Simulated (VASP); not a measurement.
```yaml
crystal:
  lattice:
    - [1.84819, -3.20116, 0.00000]
    - [1.84819, 3.20116, 0.00000]
    - [0.00000, 0.00000, 5.63987]
  atoms:
    - { symbol: Gd, position: [0.33333, 0.66667, 0.25000] }
    - { symbol: Gd, position: [0.66667, 0.33333, 0.75000] }
```

Calculation: r2SCAN meta-GGA, VASP's PBE PAW potentials (set 64) (plane waves; VASP 6.6.1). Numerical set-up: 480 eV cut-off, 10×10×6 Γ-centred mesh, first-order Methfessel-Paxton smearing of 0.10 eV, potentials Gd_3.

The 4f electrons are frozen in the core of the lanthanide potential, so 4f levels, which can set the real gap, and their magnetism are missing.

Each row applies one change to this cell, which was relaxed at other settings and keeps the small stress of the first row; at a fixed cut-off the stress holds a Pulay part, so it need not integrate to ΔE exactly. Stress is in GPa, positive when the cell is compressed.

```json
[
 {"change": "none", "ΔE (meV/atom)": "0.0", "σxx": "0.01", "σyy": "0.01", "σzz": "0.01", "largest shear component, with its sign (GPa)": "0.00", "largest force (eV/Å)": "0.000"},
 {"change": "isotropic strain of -3.0 %", "ΔE (meV/atom)": "___", "σxx": "___", "σyy": "___", "σzz": "___", "largest shear component, with its sign (GPa)": "___", "largest force (eV/Å)": "___"},
 {"change": "isotropic strain of +4.0 %", "ΔE (meV/atom)": "___", "σxx": "___", "σyy": "___", "σzz": "___", "largest shear component, with its sign (GPa)": "___", "largest force (eV/Å)": "___"},
 {"change": "atom 2 (Gd) moved by -0.200 Å along z", "ΔE (meV/atom)": "41.2", "σxx": "-0.34", "σyy": "-0.34", "σzz": "1.18", "largest shear component, with its sign (GPa)": "0.00", "largest force (eV/Å)": "0.809"}
]
```

Q: Some entries are withheld; supply them.

A: 
- isotropic strain of -3.0 %, ΔE (meV/atom): 34.2
- isotropic strain of -3.0 %, σxx: 3.79
- isotropic strain of -3.0 %, σyy: 3.79
- isotropic strain of -3.0 %, σzz: 4.32
- isotropic strain of -3.0 %, largest shear component, with its sign (GPa): 0.00
- isotropic strain of -3.0 %, largest force (eV/Å): 0.000
- isotropic strain of +4.0 %, ΔE (meV/atom): 54.7
- isotropic strain of +4.0 %, σxx: -3.99
- isotropic strain of +4.0 %, σyy: -3.99
- isotropic strain of +4.0 %, σzz: -3.88
- isotropic strain of +4.0 %, largest shear component, with its sign (GPa): 0.00
- isotropic strain of +4.0 %, largest force (eV/Å): 0.000

Failed runs are left out, and for metals the shear rows, which the mesh's noise covers.

The compound is Gd in the hcp structure.
